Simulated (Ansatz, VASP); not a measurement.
## AlIn: VASP beside Ansatz

Aim: how closely do two programs agree when they are given the same cell, functional and k mesh? The cell is invented: As first built, before any earlier steps moved the atoms (in the runner's words): it takes the Al structure with some of its atoms replaced by other elements, volume scaled by an estimate. It may not be a known or stable phase. The cell is taken from a series of VASP runs on this material, whose earlier steps may have relaxed, scaled or displaced it; both programs get it as it stands.

Program: Ansatz 0.2.0. Level of theory: plane waves, with VASP 6.6.1 beside it; band structure at PBE with D3(BJ), single point at PBE with D3(BJ) and band structure at PBE with D3(BJ), spin-orbit coupling. Results are calculated unless marked as measured.

### Step 1. The starting structure

Symmetry: R-3m, No. 166, trigonal system. Conventional cell: a = 3.140 Å, b = 3.140 Å, c = 14.883 Å, α = 90.00°, β = 90.00°, γ = 120.00°. Nearest to In lie 6 Al at 3.07 Å and 6 In at 3.14 Å. Nearest to Al lie 6 In at 3.07 Å and 6 Al at 3.14 Å. As first built, before any earlier steps moved the atoms (in the runner's words): sites of the Al structure (space group 225) filled with other elements, volume scaled by an estimate. Farther neighbours are not listed.

Coordinates:

```cif
data_structure
_symmetry_space_group_name_H-M 'P 1'
_symmetry_Int_Tables_number 1
_cell_length_a 5.2819
_cell_length_b 5.2819
_cell_length_c 5.2819
_cell_angle_alpha 34.584
_cell_angle_beta 34.584
_cell_angle_gamma 34.584
_cell_volume 42.36
loop_
_atom_site_label
_atom_site_type_symbol
_atom_site_fract_x
_atom_site_fract_y
_atom_site_fract_z
_atom_site_occupancy
In1 In 0.50000 0.50000 0.50000 1
Al2 Al 0.00000 0.00000 0.00000 1
```

### Step 2. Ansatz: band structure, PBE with D3(BJ)

Ansatz runs on its default PAW (the set named soft_2) files.

With cell and atoms fixed, the geometry can't cause a difference; cores, projectors, grids and the points listed under the comparison can.

Contents of input.yaml:

```yaml
crystal:
  lattice:
    - [1.5700117919, 0.9064465109, 4.9610481881]
    - [-1.5700117919, 0.9064465109, 4.9610481881]
    - [0.0, -1.8128930218, 4.9610481881]
  atoms:
    - { symbol: In, position: [0.5, 0.5, 0.5] }
    - { symbol: Al, position: [0.0, 0.0, 0.0] }
hamiltonian:
  xc: pbe
  pseudopotentials: { kind: paw }
  dispersion: d3bj
kpoints:
  mp_grid: { grid: [7, 7, 7] }
  band_path:
    path:
      - [0.0, 0.0, 0.0]
      - [0.13333, 0.0, 0.0]
      - [0.3, 0.0, 0.0]
      - [0.46667, 0.0, 0.0]
      - [0.5, 0.03778, -0.03778]
      - [0.5, 0.10076, -0.10076]
      - [0.5, 0.16373, -0.16373]
      - [0.7696, 0.5, 0.2304]
      - [0.66591, 0.5, 0.33409]
      - [0.56222, 0.5, 0.43778]
      - [0.46667, 0.46667, 0.46667]
      - [0.3, 0.3, 0.3]
      - [0.13333, 0.13333, 0.13333]
      - [0.0, 0.0, 0.0]
      - [0.11482, 0.0, -0.11482]
      - [0.20668, 0.0, -0.20668]
      - [0.3215, 0.0, -0.3215]
      - [0.62443, 0.37557, 0.0]
      - [0.57258, 0.42742, 0.0]
      - [0.52074, 0.47926, 0.0]
      - [0.52074, 0.52074, 0.02519]
      - [0.57258, 0.57258, 0.08816]
      - [0.62443, 0.62443, 0.15114]
      - [0.64517, 0.64517, 0.20966]
      - [0.59332, 0.59332, 0.31335]
      - [0.54148, 0.54148, 0.41705]
      - [0.5, 0.0, 0.0]
      - [0.60369, 0.11482, 0.11482]
      - [0.70738, 0.22964, 0.22964]
      - [0.81108, 0.34446, 0.34446]
    npoints: 1
scf:
  occupations: { method: methfessel_paxton, width: 0.2 }
  n_extra_bands: 7
output:
  forces: true
  stress: true
  eigenvalues: true
```

The run is started by

```console
> ansatz run input.yaml --threads 2 --pin off --max-ram 4608MiB --backend cpu --events-out ev --progress --plain --runs-dir out
```

Numbers of over 12 decimals in the logs are rounded to 6 here.

What it wrote:

```text
basis.fft_grid_basis auto: the FFT boxes are laid along the combinations [[1, 0, -1], [0, 1, -1], [0, 0, 1]] of the cell's own vectors, 3.140, 3.140 and 5.282 Å long. The dense box has 24×24×36 points. Along the cell's own vectors, as sized, it would have 36×36×36, 2.25 times as many. Of the 12 symmetry operations that the crystal satisfies within crystal.symmetry.tolerance (time reversal apart; of a slab, those that [...]
scf.n_extra_bands = 7 over 8 filled bands (N_el = 16.0): the run solves 15 bands
Engine: ansatz 0.2.0, aarch64-unknown-linux-gnu
Pseudopotentials: kind: paw
Pseudopotential: In, paw, valence charge 13, recommended cutoff 420 eV (normal), In.paw.azcp
Pseudopotential: Al, paw, valence charge 3, recommended cutoff 420 eV (normal), Al.paw.azcp
Functional definition: PBE
  parameter kappa = 0.804
  parameter beta = 0.066725
  exchange = pbe_x(kappa = kappa, mu = beta*pi^2/3)
  correlation = pbe_c(beta = beta)
Crystal: 2 atoms, lattice volume = 42.361 Å³
Basis set: ecut = 420 eV, 833 PW (Γ), FFT grids on a1−a3, a2−a3, a3, exchange–correlation on 48×48×72 points (8 copies of the dense FFT grid, shifted against one another)
Bands: 15, of which v1, the nominal top of the filled ones, is band 8 counted from 1 (7 counted from 0)
Symmetry: 12 space group operations
Space group: R-3m (ITA 166), of the structure as read, at distance tolerance 3.5e-5 Å
k-points: 44 of 343
Non-local potential: In, projectors of the file, l = 0: 2, l = 1: 2, l = 2: 2, l = 3: 2
Non-local potential: Al, projectors of the file, l = 0: 2, l = 1: 2, l = 2: 1
PAW form: soft (Blöchl's): semilocal exchange-correlation on the pseudo side does not see the compensation charge
PAW one-centre angular grid: In, 590 points (default); XC on 64 Gauss nodes
PAW one-centre angular grid: Al, 110 points (default); XC on 64 Gauss nodes
Initial density: superposition of atomic densities (neutral atoms: chi_scale 0, normalization atom), corrected by the library's trained network
Initial wavefunctions: pseudopotential atomic-orbital guess
Functional: x = pbe(κ = 0.804, μ = 0.219515), c = pbe(β = 0.066725)
SCF iter   1: F=—  HF=-6135.662112 eV  |F-HF|=—  |Δ(HF+E_count)|=         —  Δρ=1.54e-3  dr2=3.70e-3  ethr=1.77e-3  ⟨swp⟩=5.2  Hψ=3645  notcnv=0
preconditioner: auto → none  [metal: Δε(μ)=0.060 eV  Ē_g=17.198 eV  σ=0.200 eV  W_gap=0.25  n_scr=2 (ndim 8)  ℏωp=22.8 eV  f_vac=0.000  D(μ)=1.00/eV (n_scr^D=2)  sad-step TF]
SCF iter   2: F=—  HF=-6135.660886 eV  |F-HF|=—  |Δ(HF+E_count)|=   1.23e-3  S|Δr|=    0.00e0  Δρ=8.67e-4  dr2=1.13e-3  ethr=2.31e-5  ⟨swp⟩=2.2  Hψ=1269  notcnv=0
SCF iter   3: F=—  HF=-6135.660651 eV  |F-HF|=—  |Δ(HF+E_count)|=   2.36e-4  S|Δr|=    0.00e0  Δρ=5.92e-4  dr2=2.20e-4  ethr=7.09e-6  ⟨swp⟩=2.5  Hψ=830  notcnv=0
SCF iter   4: F=—  HF=-6135.660576 eV  |F-HF|=—  |Δ(HF+E_count)|=   7.49e-5  S|Δr|=    0.00e0  Δρ=1.30e-4  dr2=5.40e-6  ethr=1.38e-6  ⟨swp⟩=2.6  Hψ=887  notcnv=0
SCF iter   5: F=—  HF=-6135.660581 eV  |F-HF|=—  |Δ(HF+E_count)|=   5.35e-6  S|Δr|=    0.00e0  Δρ=1.48e-5  dr2=1.72e-7  ethr=3.38e-8  ⟨swp⟩=2.4  Hψ=894  notcnv=0
SCF iter   6: F=-6135.660581 eV  HF=-6135.660581 eV  |F-HF|=1.40e-8  |Δ(HF+E_count)|=   4.91e-8  S|Δr|=    0.00e0  Δρ=7.75e-6  dr2=1.51e-8  ethr=6.25e-10  ⟨swp⟩=8.0  Hψ=2921  notcnv=0
SCF 1 converged in 6 iterations: F = -6135.660581 eV  dr2 = 1.51e-8
  greatest PAW one-centre occupation: 0.981 electrons in one spin orbital (limit 2), on the In atom at site 0 (counted from 0), in its partial waves of l = 2
NSCF: frozen V_eff on 30 k-points
SCF converged after 6 iterations
Stability not checked: this state was not tested for a lower state beside it, because cold or Methfessel-Paxton smearing, or corrected tetrahedra, fill the levels in a way that the test cannot read (fill_not_monotonic; see scf.lower_state_search)
Free energy (F): -6135.660581 eV
Harris-Foulkes:  -6135.660581 eV  (|F-HF|=1.40e-8)
Internal energy: -6135.657005 eV  (E = F + TS)
E sigma→0 (E₀):  -6135.659687 eV
Entropy (-TS):   -0.003576 eV (-1.788 meV/atom)
Fermi energy:    9.515563 eV
--- Per-component energies (eV) ---
  E_band       = -17.871545
  E_kinetic    = 263.763903
  E_local      = -1345.791327  (includes V_loc(G=0)·N_el)
  E_nonlocal   = 376.942877
  E_hartree    = 559.817282
  E_xc         = -255.309746
  E_vxc        = -128.513224  (∫ρ·V_xc dr)
  E_paw        = -4620.186686  (= ΣΔE_a)
  E_vpaw       = -303.913118  (= ΣTr[D̂ρ^β])
  E_aug_tail   = 0.000024  (compensation charges beyond the density's cutoff)
  E_ewald      = -1114.221145
  E_disp       = -0.672187  (pairwise vdW)
  E_smearing   = -0.003576  (= −TS)
  E_closure    = 0.000000  (closes the sum)
  Σ components = -6135.660581   (vs F -6135.660581, Δ=0.00e0)
--- Forces (eV/Å), atoms counted from 1 ---
  atom   1  In     0.00000000     0.00000000    -0.00000000
  atom   2  Al    -0.00000000     0.00000000     0.00000000
  max |Σ_I F_I| component: 6.68e-29 eV/Å
--- Stress (GPa, compression-positive) ---
        0.100324       0.000000       0.000000
        0.000000       0.100324       0.000000
        0.000000       0.000000       0.029830
  P = ⅓ Tr σ = 0.0768 GPa (0.768 kbar)
--- Band table (eV; the first three rows and the last of 44) ---
  k-point 0: bands = [... 4 lower, -4.9018, -0.8041, 5.6963, 5.7483, 18.3204, 18.3204, 20.3161, 20.3161, ... 3 higher]
  k-point 1: bands = [... 4 lower, -4.9147, -0.3558, 5.5585, 6.7636, 14.8349, 17.0660, 17.6484, 18.7498, ... 3 higher]
  k-point 2: bands = [... 4 lower, -4.9192, 1.0107, 6.2595, 8.6201, 10.4698, 13.6325, 15.8385, 17.0027, ... 3 higher]
  k-point 43: bands = [... 4 lower, -4.9136, 0.8749, 1.7074, 13.2601, 14.1667, 14.7323, 16.6259, 18.1188, ... 3 higher]
```

It took 1.6 s on 2 threads of Arm Neoverse V1, shared host; peak memory 0.3 GiB.

Reading the cycles: dr2 is the Hartree energy of the density residual (eV), the measure of convergence; HF is the Harris–Foulkes estimate of the energy, which meets the free energy F at convergence.

### Step 3. VASP: band structure, PBE with D3(BJ)

The same cell, functional, mesh and smearing now go to VASP, with its own data sets and cutoff.

Lines of VASP's logs that name or quote its potential files are left out, and so is its time.

Contents of INCAR:

```
SYSTEM = AlIn
PREC = Accurate
ENCUT = 400
EDIFF = 1E-06
NELM = 100
ISMEAR = 1
SIGMA = 0.2
LREAL = .FALSE.
ALGO = Normal
GGA = PE
IVDW = 12
NBANDS = 20
LORBIT = 11
LWAVE = .FALSE.
LCHARG = .FALSE.
```

Contents of POSCAR:

```
AlIn
1.0
    1.5700117919      0.9064465109      4.9610481881
   -1.5700117919      0.9064465109      4.9610481881
    0.0000000000     -1.8128930218      4.9610481881
In Al
1 1
Direct
    0.5000000000      0.5000000000      0.5000000000
    0.0000000000      0.0000000000      0.0000000000
```

Contents of KPOINTS:

```
Automatic mesh
0
Gamma
7 7 7
0 0 0
```

Contents of KPOINTS_OPT:

```
Line mode
16
Line-mode
Reciprocal
  0.00000000   0.00000000   0.00000000 GAMMA
  0.50000000   0.00000000   0.00000000 L

  0.50000000   0.00000000   0.00000000 L
  0.50000000   0.18892262  -0.18892262 B1

  0.81107738   0.50000000   0.18892262 B
  0.50000000   0.50000000   0.50000000 Z

  0.50000000   0.50000000   0.50000000 Z
  0.00000000   0.00000000   0.00000000 GAMMA

  0.00000000   0.00000000   0.00000000 GAMMA
  0.34446131   0.00000000  -0.34446131 X

  0.65553869   0.34446131   0.00000000 Q
  0.50000000   0.50000000   0.00000000 F

  0.50000000   0.50000000   0.00000000 F
  0.65553869   0.65553869   0.18892262 P1

  0.65553869   0.65553869   0.18892262 P1
  0.50000000   0.50000000   0.50000000 Z

  0.50000000   0.00000000   0.00000000 L
  0.81107738   0.34446131   0.34446131 P
```

PAW data sets: In_d and Al (PBE family, release 64).

The run is started by

```console
> mpirun -np 1 vasp_std
```

What it wrote:

```text
[banner, memory and clock lines left out]
running    1 mpi-ranks, on    1 nodes
 distrk:  each k-point on    1 cores,    1 groups
 distr:  one band on    1 cores,    1 groups

 POSCAR found type information on POSCAR InAl
 POSCAR found :  2 types and       2 ions
 LDA part: xc-table for (Slater+PW92), standard interpolation
 POSCAR, INCAR and KPOINTS ok, starting setup
 FFT: planning ... GRIDC
 FFT: planning ... GRID_SOFT
 FFT: planning ... GRID
 WAVECAR not read
 entering main loop
       N       E                     dE             d eps       ncg     rms          rms(c)
DAV:   1     0.968882660294E+02    0.96888E+02   -0.55560E+03  1836   0.754E+02
DAV:   2     0.200208265716E+00   -0.96688E+02   -0.89186E+02  1904   0.229E+02
DAV:   3    -0.587460666397E+01   -0.60748E+01   -0.60175E+01  2192   0.534E+01
DAV:   4    -0.601989707328E+01   -0.14529E+00   -0.14515E+00  2164   0.783E+00
DAV:   5    -0.602625889037E+01   -0.63618E-02   -0.63611E-02  2444   0.165E+00    0.365E+00
DAV:   6    -0.596170375344E+01    0.64555E-01   -0.72836E-02  2424   0.431E+00    0.195E+00
DAV:   7    -0.594737430809E+01    0.14329E-01   -0.21200E-02  2532   0.174E+00    0.345E-01
DAV:   8    -0.594597900808E+01    0.13953E-02   -0.16272E-03  2512   0.407E-01    0.168E-01
DAV:   9    -0.594572125516E+01    0.25775E-03   -0.21379E-04  1968   0.100E-01    0.343E-02
DAV:  10    -0.594572223505E+01   -0.97990E-06   -0.11817E-05  2412   0.205E-02    0.147E-02
DAV:  11    -0.594572245678E+01   -0.22172E-06   -0.78542E-07  1308   0.941E-03
   1 F= -.66177041E+01 E0= -.66165133E+01  d E =-.357250E-02
 Start KPOINTS_OPT (optional k-point list driver)
k-point batch [1-44\144]
       N       E                     dE             ncg
DAV:   1     0.258869205320E+04   -0.16455E+05     1840
DAV:   2    -0.158345949075E+04   -0.41722E+04     1892
DAV:   3    -0.186325242816E+04   -0.27979E+03     2208
DAV:   4    -0.187011256828E+04   -0.68601E+01     2204
DAV:   5    -0.187044874479E+04   -0.33618E+00     2496
DAV:   6    -0.187045585960E+04   -0.71148E-02     2300
DAV:   7    -0.187045592404E+04   -0.64444E-04     2496
DAV:   8    -0.187045592451E+04   -0.47363E-06     1820
[...]
k-point batch [133-144\144]
       N       E                     dE             ncg
DAV:   1     0.150395676612E+05   -0.62817E+04      496
DAV:   2     0.139639808552E+05   -0.10756E+04      488
DAV:   3     0.138950151738E+05   -0.68966E+02      556
DAV:   4     0.138933079916E+05   -0.17072E+01      576
DAV:   5     0.138932294974E+05   -0.78494E-01      656
DAV:   6     0.138932274523E+05   -0.20451E-02      656
DAV:   7     0.138932274357E+05   -0.16642E-04      652
DAV:   8     0.138932274356E+05   -0.15118E-06      492
```

From OUTCAR (step 3):

```text
ion  position               nearest neighbor table
   1  0.500  0.500  0.500-   2 3.07   2 3.07   2 3.07   2 3.07   2 3.07   2 3.07
   2  0.000  0.000  0.000-   1 3.07   1 3.07   1 3.07   1 3.07   1 3.07   1 3.07

  LATTYP: Found a trigonal (rhomboedric) cell.
 ALAT       =     5.2819107744
 COS(alpha) =     0.8232930206

 Subroutine GETGRP returns: Found 12 space group operations
 (whereof 12 operations were pure point group operations)

The static configuration has the point symmetry D_3d.

 Found     44 irreducible k-points:

   k-points           NKPTS =     44   k-points in BZ     NKDIM =     44   number of bands    NBANDS=     20

   dimension x,y,z NGX =    36 NGY =   36 NGZ =   36
   dimension x,y,z NGXF=    72 NGYF=   72 NGZF=   72

   ENCUT  =  400.0 eV  29.40 Ry    5.42 a.u.   8.61  8.61  8.61*2*pi/ulx,y,z

   NELECT =      16.0000    total number of electrons

 k-points in reciprocal lattice and weights: Automatic mesh
   0.00000000  0.00000000  0.00000000       0.003
   0.14285714 -0.00000000  0.00000000       0.017
   0.28571429 -0.00000000  0.00000000       0.017
   0.42857143 -0.00000000  0.00000000       0.017
   0.14285714  0.14285714  0.00000000       0.017
   0.28571429  0.14285714  0.00000000       0.035
   0.42857143  0.14285714 -0.00000000       0.035
  -0.42857143  0.14285714 -0.00000000       0.035
  -0.28571429  0.14285714 -0.00000000       0.035
[...]
0.42857143  0.42857143  0.42857143       0.006
  -0.42857143  0.42857143  0.42857143       0.017

 average (electrostatic) potential at core
       1 -93.4926       2 -73.0514

 E-fermi :   7.8571

 k-point     1 :       0.0000    0.0000    0.0000
  band No.  band energies     occupation
    ...
      4      -6.5586      2.00000
      5      -6.5586      2.00000
      6      -2.4648      2.00000
      7       4.0362      2.00000
      8       4.0893      2.00000
      9      16.6590      0.00000
     10      16.6590      0.00000
     11      18.7136      0.00000
     12      18.7136      0.00000
     13      19.3133      0.00000
    ...

 k-point     2 :       0.1429   -0.0000    0.0000
  band No.  band energies     occupation
    ...
      4      -6.6233      2.00000
      5      -6.5714      2.00000
      6      -2.0165      2.00000
      7       3.8989      2.00000
      8       5.1044      2.00000
      9      13.1794      0.00000
     10      15.4106      0.00000
     11      15.9978      0.00000
     12      17.1167      0.00000
     13      17.5338      0.00000
    ...

 k-point     3 :       0.2857   -0.0000    0.0000
  band No.  band energies     occupation
    ...
      4      -6.6027      2.00000
      5      -6.5768      2.00000
      6      -0.6497      2.00000
      7       4.6001      2.00000
      8       6.9613      2.00000
      9       8.8115     -0.00000
     10      11.9765      0.00000
     11      14.1810      0.00000
     12      15.3510      0.00000
     13      15.6556      0.00000
    ...

 Edisp (eV)   -0.67198

  Total       0.01653     0.01653    -0.00520    -0.00000     0.00000     0.00000
  in kB       0.62501     0.62501    -0.19651    -0.00000     0.00000     0.00000
  external pressure =        0.35 kB  Pullay stress =        0.00 kB

  energy-cutoff  :      400.00
  volume of cell :       42.36
      direct lattice vectors                 reciprocal lattice vectors
     1.570011792  0.906446511  4.961048188     0.318468946  0.183868176  0.067190102
    -1.570011792  0.906446511  4.961048188    -0.318468946  0.183868176  0.067190102
     0.000000000 -1.812893022  4.961048188     0.000000000 -0.367736352  0.067190102

 POSITION                                       TOTAL-FORCE (eV/Angst)
 -----------------------------------------------------------------------------------
      0.00000      0.00000      7.44157        -0.000000      0.000000      0.000000
      0.00000      0.00000      0.00000         0.000000     -0.000000     -0.000000
 -----------------------------------------------------------------------------------
    total drift:                                0.000000     -0.000000      0.000000

  FREE ENERGIE OF THE ION-ELECTRON SYSTEM (eV)
  ---------------------------------------------------
  free  energy   TOTEN  =        -6.6177041421 eV

  energy  without entropy=       -6.6141316406  energy(sigma->0) =       -6.61651331

 total charge
# of ion       s       p       d       tot
------------------------------------------
    1        0.955   0.630   9.868  11.453
    2        0.479   0.259   0.000   0.737
--------------------------------------------------
tot          1.434   0.888   9.868  12.191

[... 3 further parts left out ...]
```

The run ends at a pressure of 0.04 GPa.

### Step 4. Side by side

Known differences besides the potentials themselves: the cutoff is 420 eV in Ansatz and 400 eV in VASP; VASP leaves aspherical gradient terms in its spheres out (LASPH is not set), Ansatz keeps them. Total energies have different zeros and are not compared.

Both answers:

| quantity | Ansatz | VASP | difference |
| --- | --- | --- | --- |
| pressure (GPa) | 0.08 | 0.04 | +0.04 |

Levels from 3 eV below to 2 eV above the Fermi level differ by 1 meV r.m.s. and 2 meV at most; each VASP level is matched to the nearest of Ansatz, which flatters the figure a little. Ansatz's pressure holds a Pulay correction of 0.05 GPa; VASP's holds none.

(Part 1 of 2 ends here.)

[Lines on the potential files, build, host, timing and source positions are cut from VASP's logs without a mark.]

[Logs are printed without paths, hosts, clocks, repeated set-up lines and the standing remarks that a program may print on its own settings, such as how far it seeks lower states.]

[Hosts, paths, dates, database ids (printed as entryN), source tags and the programs' standing remarks are cut or masked in the printed files.]
